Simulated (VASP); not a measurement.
Input:

```
AlN
1.0
    1.58610    -2.74721     0.00000
    1.58610     2.74721     0.00000
    0.00000     0.00000     5.07960
Al N
2 2
Direct
  0.66667   0.33333   0.50000
  0.33333   0.66667   0.00000
  0.66667   0.33333   0.88200
  0.33333   0.66667   0.38200
```

Computed with PBE GGA, VASP's PBE PAW potentials (set 64) (plane waves; VASP). Settings: 520 eV cut-off, 7×7×4 Γ-centred mesh, tetrahedra, potentials Al N.

Q: What does the run give for the energy per atom (σ→0), pressure?

A: 
```yaml
energy per atom (σ→0): -7.435 eV/atom
pressure: -7.23 GPa
```

Only differences to runs with the same potentials and settings are physical.

The compound is AlN in the wurtzite structure. The cell was not relaxed at this level. The run is one of a series of settings (ISMEAR = -4, SIGMA removed against the base run), some of them coarse on purpose.
